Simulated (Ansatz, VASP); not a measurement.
# ZnO (zincite): VASP beside Ansatz

Wanted: the spread between two codes on one cell, functional and k mesh. The structure shown is the end of the Ansatz relaxation below.

Calculated with Ansatz 0.2.0; plane waves, with VASP 6.6.1 beside it; single point at PBE.

## (1) The starting structure

It takes space group P6_3mc (No. 186, hexagonal). Conventional cell: a = 3.213 Å, b = 3.213 Å, c = 5.185 Å, α = 90.00°, β = 90.00°, γ = 120.00°. Nearest to O lie 4 Zn at 1.96 to 1.97 Å. Zn has 4 O at 1.96 to 1.97 Å nearest. Farther neighbours and most contacts between anions are not listed.

Coordinates:

```cif
data_structure
_symmetry_space_group_name_H-M 'P6_3mc'
_symmetry_Int_Tables_number 186
_cell_length_a 3.2134
_cell_length_b 3.2134
_cell_length_c 5.1848
_cell_angle_alpha 90.000
_cell_angle_beta 90.000
_cell_angle_gamma 120.000
_cell_volume 46.37
loop_
_atom_site_label
_atom_site_type_symbol
_atom_site_symmetry_multiplicity
_atom_site_Wyckoff_symbol
_atom_site_fract_x
_atom_site_fract_y
_atom_site_fract_z
_atom_site_occupancy
O1 O 2 b 0.66667 0.33333 0.37905 1
Zn1 Zn 2 b 0.33333 0.66667 0.49996 1
```

## (2) Ansatz: relaxation, PBE

Ansatz runs on its PAW soft_1 files.

This run makes the geometry at which the two programs are then compared.

Input file input.yaml:

```yaml
crystal:
  lattice:
    - [3.2132760334, 0.0, 0.0]
    - [-1.6066380167, 2.7827786743, 0.0]
    - [0.0, 0.0, 5.1851840246]
  atoms:
    - { symbol: O, position: [0.6666666667, 0.3333333333, 0.3790506323] }
    - { symbol: O, position: [0.3333333333, 0.6666666667, 0.8790506323] }
    - { symbol: Zn, position: [0.3333333333, 0.6666666667, 0.4999593677] }
    - { symbol: Zn, position: [0.6666666667, 0.3333333333, -4.06323e-05] }
kpoints:
  mp_grid: { grid: [15, 15, 10] }
hamiltonian:
  xc: pbe
  pseudopotentials: { kind: paw, azcp: { folder: soft_1 } }
scf:
  occupations: { method: gaussian, width: 0.02 }
output:
  forces: true
  stress: true
  eigenvalues: true
relax:
  adjacent_minimum: "off"
  f_tol: 0.001
  max_steps: 60
  cell: { stress_tol: 0.01, fix: [volume] }
```

Launch:

```
$ ansatz run input.yaml --threads 4 --pin off --max-ram 16384MiB --backend cpu --events-out ev --progress --plain --runs-dir out
```

Numbers of over 12 decimals in the logs are rounded to 6 here.

Log:

```text
Engine: ansatz 0.2.0, aarch64-unknown-linux-gnu
Pseudopotentials: kind: paw
Pseudopotential: O, paw, valence charge 6, recommended cutoff 420 eV (normal), soft_1/O.paw.azcp
Pseudopotential: Zn, paw, valence charge 12, recommended cutoff 420 eV (normal), soft_1/Zn.paw.azcp
Functional definition: PBE
  parameter kappa = 0.804
  parameter beta = 0.066725
  exchange = pbe_x(kappa = kappa, mu = beta*pi^2/3)
  correlation = pbe_c(beta = beta)
Crystal: 4 atoms, lattice volume = 46.365 Å³
Basis set: ecut = 420 eV, 941 PW (Γ), exchange–correlation on 48×48×72 points (8 copies of the dense FFT grid, shifted against one another)
Bands: 22, of which v1, the nominal top of the filled ones, is band 18 counted from 1 (17 counted from 0)
Symmetry: 12 space group operations
Space group: P63mc (ITA 186), of the structure as read, at distance tolerance 3.6e-5 Å
k-points: 162 of 2250 (time reversal used)
Non-local potential: O, projectors of the file, l = 0: 2, l = 1: 2, l = 2: 1
Non-local potential: Zn, projectors of the file, l = 0: 2, l = 1: 2, l = 2: 3, l = 3: 1
PAW form: soft (Blöchl's): semilocal exchange-correlation on the pseudo side does not see the compensation charge
PAW one-centre angular grid: O, 110 points (default); XC on 64 Gauss nodes
PAW one-centre angular grid: Zn, 590 points (default); XC on 64 Gauss nodes
Initial density: superposition of atomic densities (chi_scale 0.1, normalization cell, long waves kept (reshape's long-wave potential 0.00 eV rms))
Initial wavefunctions: pseudopotential atomic-orbital guess
Functional: x = pbe(κ = 0.804, μ = 0.219515), c = pbe(β = 0.066725)
SCF iter   1: F=—  HF=-7774.551490 eV  |F-HF|=—  |Δ(HF+E_count)|=         —  Δρ=1.11e-1  dr2=3.03e0  ethr=3.10e-3  ⟨swp⟩=6.1  Hψ=18350  notcnv=0
preconditioner: auto → Resta (q_TF=auto, 2.616 Å⁻¹)  ε∞=6.4  [insulator: Δε(μ)=1.342 eV  Ē_g=14.069 eV  σ=0.020 eV  W_gap=1.00  n_scr=22 (ndim 8)  ℏωp=32.7 eV  f_vac=0.000  D(μ)=0.00/eV (n_scr^D=0)  ε∞_Penn≈6.4]
SCF iter   2: F=—  HF=-7773.721928 eV  |F-HF|=—  |Δ(HF+E_count)|=   8.30e-1  Δρ=2.37e-2  dr2=2.20e-1  ethr=3.10e-3  ⟨swp⟩=2.3  Hψ=8162  notcnv=0
SCF iter   3: F=—  HF=-7773.621666 eV  |F-HF|=—  |Δ(HF+E_count)|=   1.00e-1  Δρ=1.83e-2  dr2=1.41e-1  ethr=6.12e-4  ⟨swp⟩=2.0  Hψ=8100  notcnv=0
SCF iter   4: F=—  HF=-7773.614790 eV  |F-HF|=—  |Δ(HF+E_count)|=   6.88e-3  Δρ=7.37e-3  dr2=1.66e-2  ethr=3.91e-4  ⟨swp⟩=2.0  Hψ=6800  notcnv=0
SCF iter   5: F=—  HF=-7773.623527 eV  |F-HF|=—  |Δ(HF+E_count)|=   8.74e-3  Δρ=1.87e-3  dr2=1.69e-3  ethr=4.60e-5  ⟨swp⟩=2.5  Hψ=8145  notcnv=0
SCF iter   6: F=—  HF=-7773.623875 eV  |F-HF|=—  |Δ(HF+E_count)|=   3.48e-4  Δρ=6.40e-4  dr2=1.37e-4  ethr=4.69e-6  ⟨swp⟩=2.0  Hψ=6751  notcnv=0
SCF iter   7: F=—  HF=-7773.624016 eV  |F-HF|=—  |Δ(HF+E_count)|=   1.41e-4  Δρ=1.84e-4  dr2=7.86e-6  ethr=3.81e-7  ⟨swp⟩=2.0  Hψ=6214  notcnv=0
SCF iter   8: F=—  HF=-7773.624083 eV  |F-HF|=—  |Δ(HF+E_count)|=   6.70e-5  Δρ=2.92e-5  dr2=4.06e-7  ethr=2.18e-8  ⟨swp⟩=2.0  Hψ=6097  notcnv=0
SCF iter   9: F=-7773.624084 eV  HF=-7773.624084 eV  |F-HF|=1.22e-8  |Δ(HF+E_count)|=   7.38e-7  Δρ=5.38e-6  dr2=1.45e-8  ethr=2.78e-10  ⟨swp⟩=7.0  Hψ=18987  notcnv=0
SCF 1 converged in 9 iterations: F = -7773.624084 eV  dr2 = 1.45e-8
  greatest PAW one-centre occupation: 0.987 electrons in one spin orbital (limit 2), on the Zn atom at site 2 (counted from 0), in its partial waves of l = 2
relax step   1: F+E_penalty+E_count = -7773.62408383 eV  Δ(F+E_penalty+E_count) = +0.000e0 eV  max|allowed force component| = 1.271e-3 eV/Å  Δτ_max = 0.0000 Å  P = +9.168 GPa  Ω = 46.365 Å³  fix = [volume]  reactions: volume +9.168 GPa  (9 SCF iters, dr2 threshold 1.00e-7 eV, accepted)
[...]
relax step   2: F+E_penalty+E_count = -7773.62408404 eV  Δ(F+E_penalty+E_count) = -2.149e-7 eV  max|allowed force component| = 8.295e-4 eV/Å  Δτ_max = 0.0000 Å  P = +9.168 GPa  Ω = 46.365 Å³  fix = [volume]  reactions: volume +9.168 GPa  (4 SCF iters, dr2 threshold 9.52e-10 eV, accepted)
[...]
relax step   3: F+E_penalty+E_count = -7773.62408414 eV  Δ(F+E_penalty+E_count) = -1.015e-7 eV  max|allowed force component| = 1.886e-4 eV/Å  Δτ_max = 0.0000 Å  P = +9.168 GPa  Ω = 46.365 Å³  energy of the carried Pulay correction = +4.688e-17 eV  fix = [volume]  reactions: volume +9.168 GPa  (4 SCF iters, dr2 threshold 3.05e-10 eV, accepted)
[...]
relax step   4: F+E_penalty+E_count = -7773.62407791 eV  Δ(F+E_penalty+E_count) = +6.237e-6 eV  max|allowed force component| = 1.904e-4 eV/Å  Δτ_max = 0.0000 Å  P = +9.168 GPa  Ω = 46.365 Å³  fix = [volume]  reactions: volume +9.168 GPa  stress off target by 1.44e-3 GPa on what of the cell is left free  SCF on the basis re-selected at this cell (its energy is not comparable with the rows above)  (7 SCF iters)
basis re-selected at this cell: Δ(F+E_penalty+E_count) = +6.237e-6 eV, ΔP = +0.000 GPa vs the last step (what re-selecting the basis moved, of the pressure what is left beyond the Pulay correction that the steps carried, after the strain that the cell walked since its last selection, with what the two solves' SCF thresholds leave and, on support functions, any second-order correction that the steps lacked; it is no m [...]
SCF converged after 7 iterations
Free energy (F): -7773.624078 eV
Harris-Foulkes:  -7773.624078 eV  (|F-HF|=9.09e-13)
Internal energy: -7773.624078 eV  (E = F + TS)
E sigma→0 (E₀):  -7773.624078 eV
Fermi energy:    8.000708 eV
--- Per-component energies (eV) ---
  E_band       = 75.145464
  E_kinetic    = 632.182849
  E_local      = -4400.907566  (includes V_loc(G=0)·N_el)
  E_nonlocal   = 1756.244690
  E_hartree    = 1653.356908
  E_xc         = -299.043501
  E_vxc        = -283.554881  (∫ρ·V_xc dr)
  E_paw        = -4126.633554  (= ΣΔE_a)
  E_vpaw       = -935.534658  (= ΣTr[D̂ρ^β])
  E_aug_tail   = 0.001217  (compensation charges beyond the density's cutoff)
  E_ewald      = -2988.825121
  E_smearing   = -0.000000  (= −TS)
  E_closure    = 0.000000  (closes the sum)
  Σ components = -7773.624078   (vs F -7773.624078, Δ=0.00e0)
--- Forces (eV/Å), atoms counted from 1 ---
  atom   1  O     -0.00000000    -0.00000000    -0.00019074
  atom   2  O      0.00000000     0.00000000    -0.00019074
  atom   3  Zn    -0.00000000    -0.00000000     0.00018998
  atom   4  Zn     0.00000000     0.00000000     0.00018998
  max |Σ_I F_I| component: 1.52e-6 eV/Å
--- Stress (GPa, compression-positive) ---
        9.167298      -0.000000      -0.000000
       -0.000000       9.167298       0.000000
       -0.000000       0.000000       9.169461
  P = ⅓ Tr σ = 9.1680 GPa (91.680 kbar)
--- Band table (eV; the first three rows and the last of 162) ---
  k-point 0: bands = [... 14 lower, 6.7629, 7.4860, 7.5859, 7.5859, 8.4152, 12.9243, 15.8641, 20.6570]
  k-point 1: bands = [... 14 lower, 6.7834, 7.2314, 7.5664, 7.5664, 8.7037, 12.8324, 15.9443, 20.6566]
  k-point 2: bands = [... 14 lower, 6.8428, 6.8428, 7.5092, 7.5092, 9.2485, 12.5714, 16.1789, 20.4766]
  k-point 161: bands = [... 14 lower, 4.8197, 4.8197, 6.2797, 6.2797, 15.6417, 15.6417, 15.7098, 15.7098]
--- Relaxed structure (3 steps of the walk, 3 accepted, 1 SCFs on fresh bases) ---
  F+E_penalty+E_count = -7773.62407791 eV   max|allowed force component| = 1.904e-4 eV/Å   (the final SCF, on the basis selected at the relaxed cell)
  cell:  # Å, volume = 46.3651 Å³
    - [3.213407, 0, 0]
    - [-1.606704, 2.782892, 0]
    - [0, 0, 5.184760]
  atoms:
    - { symbol: O, position: [0.666667, 0.333333, 0.379053] }
    - { symbol: O, position: [0.333333, 0.666667, 0.879053] }
    - { symbol: Zn, position: [0.333333, 0.666667, 0.499957] }
    - { symbol: Zn, position: [0.666667, 0.333333, -4.342799420223526e-5] }
```

## (3) VASP: single point, PBE, pair 1

The same cell, functional, mesh and smearing now go to VASP, with its own data sets.

Lines of VASP's logs that name or quote its potential files are left out, and so is its time.

Input file INCAR:

```
SYSTEM = ZnO
PREC = Accurate
ENCUT = 600
EDIFF = 1E-06
NELM = 120
ISMEAR = 0
SIGMA = 0.02
LREAL = .FALSE.
ALGO = Normal
GGA = PE
NBANDS = 24
LORBIT = 11
LWAVE = .FALSE.
LCHARG = .FALSE.
ISIF = 2
LASPH = .TRUE.
GGA_COMPAT = .FALSE.
EFERMI = MIDGAP
KPAR = 2
```

Input file POSCAR:

```
ZnO
1.0
    3.2134072753      0.0000000000      0.0000000000
   -1.6067036377      2.7828923331      0.0000000000
    0.0000000000      0.0000000000      5.1847604869
O Zn
2 2
Direct
    0.6666666667      0.3333333333      0.3790534280
    0.3333333333      0.6666666667      0.8790534280
    0.3333333333      0.6666666667      0.4999565720
    0.6666666667      0.3333333333      0.9999565720
```

Input file KPOINTS:

```
Automatic mesh
0
Gamma
15 15 10
0 0 0
```

Potentials, in the order of the species: O and Zn (PBE family, release 64).

Launch:

```
$ mpirun -np 2 vasp_std
```

Log:

```text
[banner, memory and clock lines left out]
running    2 mpi-ranks, on    1 nodes
 distrk:  each k-point on    1 cores,    2 groups
 distr:  one band on    1 cores,    1 groups

 POSCAR found type information on POSCAR O Zn
 POSCAR found :  2 types and       4 ions
 LDA part: xc-table for (Slater+PW92), standard interpolation
 POSCAR, INCAR and KPOINTS ok, starting setup
 FFT: planning ... GRIDC
 FFT: planning ... GRID_SOFT
 FFT: planning ... GRID
 WAVECAR not read
 entering main loop
       N       E                     dE             d eps       ncg     rms          rms(c)
DAV:   1     0.303260642127E+03    0.30326E+03   -0.20329E+04  7840   0.243E+03
DAV:   2     0.907820775097E+01   -0.29418E+03   -0.27879E+03  8376   0.456E+02
DAV:   3    -0.205206770400E+02   -0.29599E+02   -0.29348E+02  9000   0.148E+02
DAV:   4    -0.210056861179E+02   -0.48501E+00   -0.48468E+00  8888   0.197E+01
DAV:   5    -0.210086784998E+02   -0.29924E-02   -0.29923E-02  9080   0.149E+00    0.153E+01
DAV:   6    -0.176091879509E+02    0.33995E+01   -0.88188E+00 13008   0.661E+01    0.950E+00
DAV:   7    -0.177993214161E+02   -0.19013E+00   -0.27701E+00  7936   0.182E+01    0.562E+00
DAV:   8    -0.178149215162E+02   -0.15600E-01   -0.59771E-01 11792   0.812E+00    0.167E+00
DAV:   9    -0.177615482160E+02    0.53373E-01   -0.13127E-01 12056   0.698E+00    0.310E-01
DAV:  10    -0.177646857950E+02   -0.31376E-02   -0.45349E-02  7848   0.150E+00    0.154E-01
DAV:  11    -0.177646242999E+02    0.61495E-04   -0.10151E-03 11248   0.401E-01    0.335E-02
DAV:  12    -0.177646830749E+02   -0.58775E-04   -0.95543E-05  8968   0.150E-01    0.319E-02
DAV:  13    -0.177646771099E+02    0.59651E-05   -0.26067E-05 11048   0.120E-01    0.104E-02
DAV:  14    -0.177646767518E+02    0.35812E-06   -0.11077E-05  8880   0.388E-02    0.391E-03
DAV:  15    -0.177646762349E+02    0.51685E-06   -0.11663E-06  5592   0.103E-02
   1 F= -.17764676E+02 E0= -.17764676E+02  d E =0.000000E+00
```

OUTCAR, selected parts (step 3):

```text
ion  position               nearest neighbor table
   1  0.667  0.333  0.379-   3 1.96   3 1.96   3 1.96   4 1.97
   2  0.333  0.667  0.879-   4 1.96   4 1.96   4 1.96   3 1.97
   3  0.333  0.667  0.500-   1 1.96   1 1.96   1 1.96   2 1.97
   4  0.667  0.333  1.000-   2 1.96   2 1.96   2 1.96   1 1.97

  LATTYP: Found a hexagonal cell.
 ALAT       =     3.2134072753
 C/A-ratio  =     1.6134775466

 Subroutine GETGRP returns: Found 12 space group operations
 (whereof  6 operations were pure point group operations)

The static configuration has the point symmetry C_3v.
 The point group associated with its full space group is C_6v.

 Found    162 irreducible k-points:

   k-points           NKPTS =    162   k-points in BZ     NKDIM =    162   number of bands    NBANDS=     24

   dimension x,y,z NGX =    28 NGY =   28 NGZ =   42
   dimension x,y,z NGXF=    56 NGYF=   56 NGZF=   84

   ENCUT  =  600.0 eV  44.10 Ry    6.64 a.u.   6.42  6.42 10.36*2*pi/ulx,y,z

   NELECT =      36.0000    total number of electrons

 k-points in reciprocal lattice and weights: Automatic mesh
   0.00000000  0.00000000  0.00000000       0.000
   0.06666667 -0.00000000  0.00000000       0.003
   0.13333333 -0.00000000  0.00000000       0.003
   0.20000000 -0.00000000  0.00000000       0.003
   0.26666667 -0.00000000  0.00000000       0.003
   0.33333333  0.00000000  0.00000000       0.003
   0.40000000 -0.00000000  0.00000000       0.003
   0.46666667  0.00000000  0.00000000       0.003
   0.06666667  0.06666667  0.00000000       0.003
[...]
0.33333333  0.26666667  0.50000000       0.005
   0.33333333  0.33333333  0.50000000       0.001

 average (electrostatic) potential at core
       1 -72.9998       2 -72.9998       3 -35.5994       4 -35.5994

 E-fermi :   1.8591

 k-point     1 :       0.0000    0.0000    0.0000
  band No.  band energies     occupation
    ...
     14       0.6255      2.00000
     15       0.6255      2.00000
     16       1.3518      2.00000
     17       1.4496      2.00000
     18       1.4496      2.00000
     19       2.2686      0.00000
     20       6.7732      0.00000
     21       9.7285      0.00000
     22      14.4917      0.00000
     23      14.4917      0.00000
    ...

 k-point     2 :       0.0667   -0.0000    0.0000
  band No.  band energies     occupation
    ...
     14       0.4564      2.00000
     15       0.5628      2.00000
     16       1.1008      2.00000
     17       1.3224      2.00000
     18       1.4162      2.00000
     19       2.6745      0.00000
     20       6.9697      0.00000
     21       9.7251      0.00000
     22      13.9592      0.00000
     23      14.5374      0.00000
    ...

 k-point     3 :       0.1333   -0.0000    0.0000
  band No.  band energies     occupation
    ...
     14      -0.0047      2.00000
     15       0.3863      2.00000
     16       0.5864      2.00000
     17       1.2299      2.00000
     18       1.3194      2.00000
     19       3.3723      0.00000
     20       7.4846      0.00000
     21       9.7127      0.00000
     22      12.9257      0.00000
     23      14.6115      0.00000
    ...

  Total        2.9209388      2.9209388      2.9201102     -0.0000000      0.0000000      0.0000000
  in kB      100.9350890    100.9350890    100.9064545     -0.0000000      0.0000000      0.0000000
  external PRESSURE =     100.9255442 kB  Pullay stress =       0.0000000 kB

  energy-cutoff  :      600.00
  volume of cell :       46.37
      direct lattice vectors                 reciprocal lattice vectors
     3.213407275  0.000000000  0.000000000     0.311196159  0.179669186  0.000000000
    -1.606703638  2.782892333  0.000000000     0.000000000  0.359338372  0.000000000
     0.000000000  0.000000000  5.184760487     0.000000000  0.000000000  0.192872940

 POSITION                                       TOTAL-FORCE (eV/Angst)
 -----------------------------------------------------------------------------------
      1.60670      0.92763      1.96530         0.000000      0.000000     -0.000643
     -0.00000      1.85526      4.55768        -0.000000     -0.000000     -0.000643
     -0.00000      1.85526      2.59216        -0.000000     -0.000000      0.000643
      1.60670      0.92763      5.18454         0.000000      0.000000      0.000643
 -----------------------------------------------------------------------------------
    total drift:                               -0.000000     -0.000000     -0.001445

  FREE ENERGIE OF THE ION-ELECTRON SYSTEM (eV)
  ---------------------------------------------------
  free  energy   TOTEN  =       -17.7646762349 eV

  energy  without entropy=      -17.7646762349  energy(sigma->0) =      -17.76467623

 total charge
# of ion       s       p       d       tot
------------------------------------------
    1        1.546   3.476   0.000   5.022
    2        1.546   3.476   0.000   5.022
    3        0.465   0.512   9.914  10.892
    4        0.465   0.512   9.914  10.892
--------------------------------------------------
tot          4.022   7.977  19.829  31.827

[... 3 further parts left out ...]
```

The run ends at a pressure of 10.09 GPa, with forces up to 6.4e-4 eV/Å.

## (4) Differences

Known differences besides the potentials themselves: the cutoff is 420 eV in Ansatz and 600 eV in VASP; Ansatz's pressure holds a Pulay correction, VASP's none. Total energies have different zeros and are not compared.

Both answers:

| quantity | Ansatz | VASP | difference |
| --- | --- | --- | --- |
| pressure (GPa) | 9.17 | 10.09 | -0.92 |
| gap on the k mesh (eV) | 0.829 | 0.819 | +0.010 |

A gap on the mesh is an upper bound, since the band edges may lie between its points.

## (5) Ansatz: relaxation, PBE

This run makes the geometry at which the two programs are then compared. The cell compared in this pair holds 47.35 Å³, against 46.37 Å³ for the pair before.

The structure compared here is the end of the Ansatz relaxation.

input.yaml, the sections that differ from step 2:

```yaml
crystal:
  lattice:
    - [3.2356747198, 0.0, 0.0]
    - [-1.6178373599, 2.8021765058, 0.0]
    - [0.0, 0.0, 5.2224454428]
  atoms:
    - { symbol: O, position: [0.6666666667, 0.3333333333, 0.3790405501] }
    - { symbol: O, position: [0.3333333333, 0.6666666667, 0.8790405501] }
    - { symbol: Zn, position: [0.3333333333, 0.6666666667, 0.4999694499] }
    - { symbol: Zn, position: [0.6666666667, 0.3333333333, -3.05501e-05] }
# kpoints, hamiltonian, scf, output, relax: as in step 2
```

Launch:

```
$ ansatz run input.yaml --threads 4 --pin off --max-ram 16384MiB --backend cpu --events-out ev --progress --plain --runs-dir out
```

Log:

```text
[...]
Crystal: 4 atoms, lattice volume = 47.352 Å³
Basis set: ecut = 420 eV, 941 PW (Γ), exchange–correlation on 48×48×72 points (8 copies of the dense FFT grid, shifted against one another)
Bands: 22, of which v1, the nominal top of the filled ones, is band 18 counted from 1 (17 counted from 0)
Symmetry: 12 space group operations
[...]
k-points: 162 of 2250 (time reversal used)
[...]
--- Relaxed structure (3 steps of the walk, 3 accepted, 1 SCFs on fresh bases) ---
[...]
cell:  # Å, volume = 47.3516 Å³
    - [3.235905, 0.0, 0]
    - [-1.617953, 2.802376, 0]
    - [0, 0, 5.221701]
  atoms:
    - { symbol: O, position: [0.666667, 0.333333, 0.379051] }
    - { symbol: O, position: [0.333333, 0.666667, 0.879051] }
    - { symbol: Zn, position: [0.333333, 0.666667, 0.499959] }
    - { symbol: Zn, position: [0.666667, 0.333333, -4.063234383203034e-5] }
[key lines of the parts left out:]
SCF converged after 6 iterations
Free energy (F): -7773.669887 eV
Fermi energy:    7.663756 eV
P = ⅓ Tr σ = 5.7737 GPa (57.737 kbar)
```

(Continued in part 2 of 2.)

[Lines on the potential files, build, host, timing and source positions are cut from VASP's logs without a mark.]

[Logs are printed without paths, hosts, clocks, repeated set-up lines and the standing remarks that a program may print on its own settings, such as how far it seeks lower states.]

[Hosts, paths, dates, database ids (printed as entryN), source tags and the programs' standing remarks are cut or masked in the printed files.]
